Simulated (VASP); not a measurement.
Output of a VASP run:

### OUTCAR
```
 ion  position               nearest neighbor table
   1  0.000  0.000  0.000-   2 1.84   3 1.84   3 1.84   2 1.84   3 1.84   2 1.84
   2  0.333  0.667  0.252-   1 1.84   1 1.84   1 1.84
   3  0.667  0.333  0.748-   1 1.84   1 1.84   1 1.84
  LATTYP: Found a hexagonal cell.
 ALAT       =     2.5989580000
 C/A-ratio  =     1.6132076778
 Subroutine PRICEL returns:
 Original cell was already a primitive cell.
 Subroutine GETGRP returns: Found 12 space group operations
The static configuration has the point symmetry D_3d.
The dynamic configuration has the point symmetry D_3d.
 Subroutine INISYM returns: Found 12 space group operations
 Subroutine IBZKPT returns following result:
 Found      9 irreducible k-points:

 Following reciprocal coordinates:
            Coordinates               Weight
  0.000000  0.000000  0.000000      1.000000
  0.250000 -0.000000  0.000000      6.000000
  0.500000 -0.000000  0.000000      3.000000
  0.250000  0.250000  0.000000      6.000000
  0.000000  0.000000  0.333333      2.000000
  0.250000 -0.000000  0.333333      6.000000
  0.000000  0.250000  0.333333      6.000000
  0.500000 -0.000000  0.333333      6.000000
  0.250000  0.250000  0.333333     12.000000
   k-points           NKPTS =      9   k-points in BZ     NKDIM =      9   number of bands    NBANDS=     16
   number of dos      NEDOS =    301   number of ions     NIONS =      3
   total plane-waves  NPLWV =   9072
   dimension x,y,z NGX =    18 NGY =   18 NGZ =   28
   dimension x,y,z NGXF=    36 NGYF=   36 NGZF=   56
   ions per type =               1   2
   PREC   = accura    normal or accurate (medium, high low for compatibility)
   ISTART =      0    job   : 0-new  1-cont  2-samecut
   ICHARG =      2    charge: 1-file 2-atom 10-const
   ISPIN  =      1    spin polarized calculation?
   LNONCOLLINEAR =      F non collinear calculations
   LSORBIT =      F    spin-orbit coupling
   INIWAV =      1    electr: 0-lowe 1-rand  2-diag
   ENCUT  =  400.0 eV  29.40 Ry    5.42 a.u.   4.24  4.24  6.84*2*pi/ulx,y,z
   NELM   =    100;   NELMIN=  2; NELMDL= -5     # of ELM steps
   EDIFF  = 0.1E-05   stopping-criterion for ELM
   LREAL  =      F    real-space projection
   NLSPLINE    = F    spline interpolate recip. space projectors
   LMAXMIX     =    4 max onsite mixed and CHGCAR
   VOSKOWN=      0    Vosko Wilk Nusair interpolation
   EDIFFG = 0.1E-04   stopping-criterion for IOM
   NSW    =      0    number of steps for IOM
   NBLOCK =      1;   KBLOCK =      1    inner block; outer block
   IBRION =     -1    ionic relax: 0-MD 1-quasi-New 2-CG
   NFREE  =      0    steps in history (QN), initial steepest desc. (CG)
   ISIF   =      2    stress and relaxation
   ISYM   =      2    0-nonsym 1-usesym 2-fastsym
   TEIN   =    0.0    initial temperature
   TEBEG  =    0.0;   TEEND  =   0.0 temperature during run
   SMASS  =  -3.00    Nose mass-parameter (am)
   PSTRESS=    0.0 pullay stress
   NELECT =      25.0000    total number of electrons
   EFERMI =   0.00;   METHOD = LEGACY
   ISMEAR =     0;   SIGMA  =   0.10  broadening in eV -4-tet -1-fermi 0-gaus
   IALGO  =     38    algorithm
   LDIAG  =      T    sub-space diagonalisation (order eigenvalues)
   IMIX   =      4    mixing-type and parameters
     AMIX     =   0.40;   BMIX     =  1.00
     AMIX_MAG =   1.60;   BMIX_MAG =  1.00
     AMIN     =   0.10
   GGA     = PE    functional components
   VOSKOWN =     0    Vosko Wilk Nusair interpolation
   LHFCALC =     F    Hartree Fock is set to
   LHFONE  =     F    Hartree Fock one center treatment
   AEXX    =    0.0000 exact exchange contribution
   IVDW    =     0    specifies the selected vdW correction
   LEPSILON=     F    determine dielectric tensor
   LRPA    =     F    only Hartree local field effects (RPA)
  energy-cutoff  :      400.00
  volume of cell :       24.53
      direct lattice vectors                 reciprocal lattice vectors
     2.598958000  0.000000000  0.000000000     0.384769588  0.222146791  0.000000000
    -1.299479000  2.250764000  0.000000000     0.000000000  0.444293582  0.000000000
...
```

File OSZICAR:
```
       N       E                     dE             d eps       ncg     rms          rms(c)
DAV:   1     0.215638519419E+03    0.21564E+03   -0.13843E+04   296   0.130E+03
DAV:   2    -0.189593462735E+02   -0.23460E+03   -0.23132E+03   336   0.406E+02
DAV:   3    -0.254118637392E+02   -0.64525E+01   -0.64344E+01   328   0.755E+01
DAV:   4    -0.254491926763E+02   -0.37329E-01   -0.37328E-01   344   0.623E+00
DAV:   5    -0.254493694874E+02   -0.17681E-03   -0.17681E-03   320   0.407E-01    0.510E+01
DAV:   6    -0.210974190234E+02    0.43520E+01   -0.32138E+01   288   0.617E+01    0.150E+01
DAV:   7    -0.207056745138E+02    0.39174E+00   -0.51000E+00   296   0.272E+01    0.171E+01
DAV:   8    -0.205784494693E+02    0.12723E+00   -0.41213E-01   296   0.770E+00    0.189E+00
DAV:   9    -0.205766649032E+02    0.17846E-02   -0.19561E-02   320   0.130E+00    0.343E-01
DAV:  10    -0.205768679412E+02   -0.20304E-03   -0.53058E-04   336   0.214E-01    0.237E-01
DAV:  11    -0.205768251630E+02    0.42778E-04   -0.55918E-05   288   0.837E-02    0.391E-02
DAV:  12    -0.205768273536E+02   -0.21907E-05   -0.13464E-05   328   0.409E-02    0.126E-02
DAV:  13    -0.205768269629E+02    0.39073E-06   -0.16725E-06   176   0.163E-02
   1 F= -.20576827E+02 E0= -.20566835E+02  d E =-.199834E-01
```

OUTCAR:
```
------------------------ aborting loop because EDIFF is reached ----------------------------------------
  FORCE on cell =-STRESS in cart. coord.  units (eV):
  Direction    XX          YY          ZZ          XY          YZ          ZX
  --------------------------------------------------------------------------------------
  Total       21.7281902     21.7281970     19.5428912      0.0000000      0.0000000      0.0000000
  in kB     1419.4345581   1419.4349978   1276.6758244      0.0000000      0.0000000      0.0000000
  external PRESSURE =    1371.8484601 kB  Pullay stress =       0.0000000 kB
  volume of cell :       24.53
      direct lattice vectors                 reciprocal lattice vectors
     2.598958000  0.000000000  0.000000000     0.384769588  0.222146791  0.000000000
    -1.299479000  2.250764000  0.000000000     0.000000000  0.444293582  0.000000000
     0.000000000  0.000000000  4.192659000     0.000000000  0.000000000  0.238512123
 POSITION                                       TOTAL-FORCE (eV/Angst)
 -----------------------------------------------------------------------------------
      0.00000      0.00000      0.00000         0.000000      0.000000      0.000000
     -0.00000      1.50051      1.05655         0.000000     -0.000000      8.338823
      1.29948      0.75025      3.13611        -0.000000      0.000000     -8.338823
 -----------------------------------------------------------------------------------
    total drift:                               -0.000000     -0.000000      0.000000
  FREE ENERGIE OF THE ION-ELECTRON SYSTEM (eV)
  ---------------------------------------------------
  free  energy   TOTEN  =       -20.5768269629 eV

  energy  without entropy=      -20.5568435630  energy(sigma->0) =      -20.56683526
```
(Selected blocks of OUTCAR.)

**POSCAR**
```
TcO2
1
    2.5989580000     0.0000000000     0.0000000000
   -1.2994790000     2.2507640000     0.0000000000
    0.0000000000     0.0000000000     4.1926590000
Tc O
1 2
Direct
  0.0000000000   0.0000000000   0.0000000000
  0.3333330000   0.6666670000   0.2520000000
  0.6666670000   0.3333330000   0.7480000000
```

### Question
Write an INCAR and KPOINTS that could have produced this output.

### Answer
One answer among several that fit: the input of the run itself, PBE GGA, plane waves, VASP's PBE PAW potentials (set 64).

File KPOINTS:
```
Automatic
0
gamma
  4 4 3
```

### INCAR
```
SYSTEM  =  TcO2
PREC  =  Accurate; ENCUT  =  400; LREAL  =  .False.
LASPH  =  .True.
EDIFF  =  1E-6; NELM  =  100; ALGO  =  Normal
LMAXMIX  =  4
ISMEAR  =  0; SIGMA  =  0.1
GGA  =  PE
ISIF  =  2
LWAVE  =  .False.; LCHARG  =  .False.
```

POTCAR, in this order: Tc_pv O (PBE.64 set). Program: vasp_std.

At this cut-off the stress carries a Pulay error, which pulls relaxed volumes low.

The structure was generated: TcO2 was put into an ordered model structure, which need not be its known phase. The cell was not relaxed at this level. The k-mesh is coarse (spacing up to 0.70 per Å, 2π included), so the numbers may not be converged in it. The run is one of a series of settings (KPOINTS 4×4×3 Γ-centred mesh against the base run), some of them coarse on purpose. The electron count is odd and the run is not spin-polarised, which forces a metal.
